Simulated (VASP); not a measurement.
The system is Zr2CrN2.

```
Zr Cr N
1.0
     3.15000    0.00000    0.00000
    -1.57500    2.72798    0.00000
     0.00000    0.00000    7.33000
Zr Cr N
2 1 2
Direct
  0.33333 0.66667 0.34000
  0.66667 0.33333 0.66000
  0.00000 0.00000 0.00000
  0.33333 0.66667 0.84000
  0.66667 0.33333 0.16000
```

The cell was built by a generator and needn't be a form met in nature.

- Program: VASP 6.6.1
- Task: relaxation of cell and atoms
- Functional: PBE
- Potentials or basis: VASP PAW PBE potentials, release 64 (Zr_sv, Cr_pv, N)
- Cutoff: 520 eV
- k mesh: 5 × 5 × 2
- Occupations: gaussian, width 0.15 eV
- Spin: collinear spin, ferromagnetic start
- Starting moments: [0.0, 0.0, 3.0, 0.0, 0.0] μB

At the start: pressure 6.9 GPa; volume 12.60 Å³/atom.

Problem. Where does the relaxation end?

Solution. Over 17 steps the energy falls by 204.4 meV/atom and the volume is 13.23 Å³/atom (+5.0 %); space group P-3m1 (No. 164, to 0.05 Å); moment 0.93 μB per cell.

The path:
```tsv
step	energy change (eV)	largest force (eV/Å)	pressure (GPa)	volume (Å³)
1	0.0000	2.5432	6.90	62.99
2	-0.1993	1.2836	-11.42	68.03
3	-0.1455	1.8976	-5.37	65.80
4	-0.2034	1.4496	-6.75	67.48
5	-0.8964	0.6201	7.08	64.19
6	-0.9070	0.6046	6.63	64.37
7	-0.9275	0.5759	3.00	65.12
8	-0.9923	0.0687	-0.74	66.30
9	-0.9941	0.1599	-1.71	66.56
10	-1.0109	0.2247	0.52	65.64
11	-1.0115	0.2311	1.90	65.27
12	-1.0120	0.2330	1.67	65.38
13	-1.0165	0.1811	1.48	65.49
14	-1.0168	0.1908	1.36	65.47
15	-1.0209	0.1577	-0.10	66.05
16	-1.0209	0.1499	-0.34	66.18
17	-1.0222	0.0586	-0.31	66.16
```

Final structure:
```yaml
crystal:
  lattice:
    - [3.24297, 0.00000, 0.00000]
    - [-1.62148, 2.80849, 0.00000]
    - [0.00000, 0.00000, 7.26383]
  atoms:
    - { symbol: Zr, position: [0.33333, 0.66667, 0.30471] }
    - { symbol: Zr, position: [0.66667, 0.33333, 0.69529] }
    - { symbol: Cr, position: [0.00000, 0.00000, 0.00000] }
    - { symbol: N, position: [0.33333, 0.66667, 0.85425] }
    - { symbol: N, position: [0.66667, 0.33333, 0.14575] }
```

Caveat: the k mesh is coarse (spacing up to 0.46 Å⁻¹), so the values aren't converged; a cell with one magnetic atom can't hold antiferromagnetic order, which such compounds often take.
